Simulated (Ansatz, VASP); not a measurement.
One calculation of CaMg11F24 (a cell with a defect) (Sellaite), two programs

```
Ca Mg F
1.0
     4.62500    4.62500    0.00000
    -4.62500    4.62500    0.00000
     0.00000    0.00000    9.15600
Ca Mg F
1 11 24
Cartesian
  0.0000 0.0000 0.0000
  0.0000 0.0000 3.0520
  0.0000 0.0000 6.1040
  0.0000 4.6250 0.0000
  0.0000 4.6250 3.0520
  0.0000 4.6250 6.1040
  2.3125 2.3125 1.5260
  2.3125 2.3125 4.5780
  2.3125 2.3125 7.6300
  -2.3125 2.3125 1.5260
  -2.3125 2.3125 4.5780
  -2.3125 2.3125 7.6300
  1.4014 1.4014 0.0000
  1.4014 1.4014 3.0520
  1.4014 1.4014 6.1040
  1.4014 6.0264 0.0000
  1.4014 6.0264 3.0520
  1.4014 6.0264 6.1040
  0.9111 3.7139 1.5260
  0.9111 3.7139 4.5780
  0.9111 3.7139 7.6300
  -3.7139 3.7139 1.5260
  -3.7139 3.7139 4.5780
  -3.7139 3.7139 7.6300
  3.2236 3.2236 0.0000
  3.2236 3.2236 3.0520
  3.2236 3.2236 6.1040
  -1.4014 3.2236 0.0000
  -1.4014 3.2236 3.0520
  -1.4014 3.2236 6.1040
  -0.9111 5.5361 1.5260
  -0.9111 5.5361 4.5780
  -0.9111 5.5361 7.6300
  -0.9111 0.9111 1.5260
  -0.9111 0.9111 4.5780
  -0.9111 0.9111 7.6300
```

Alike in both runs: task electric field gradients; functional PBE; k mesh 3 × 3 × 2; occupations fermi-dirac, width 0.01 eV; no spin polarisation.

|  | VASP | Ansatz |
| --- | --- | --- |
| version | VASP 6.6.1 | Ansatz 0.2.0 |
| potentials or method | VASP PAW PBE potentials, release 64 (Ca_sv, Mg, F) | plane-wave PAW, scalar-relativistic |
| plane-wave cutoff (eV) | 520 | 420 |
| valence electrons in the cell | 200 | 288 |

```tsv
	VASP	Ansatz	Ansatz less VASP
gap on the k mesh at the Fermi level (eV)	7.22	7.26	+0.039
pressure (GPa)	9.2	9.8	+0.63
largest component of the traceless stress (GPa)	1.13	1.13	+0.006
rms of the force components (eV/Å)	0.758	0.721	-0.0365
Vzz of the field gradient on the site that differs most (V/Å²)	34.0	31.2	-2.80
```

Atom by atom the forces differ by 0.037 eV/Å (rms over components). The functional is the same, so the differences come from potentials, cutoffs and numerics. The two sets of potentials don't hold the same shells in valence.

A hybrid or GW would open this gap; PBE tends to underestimate it.
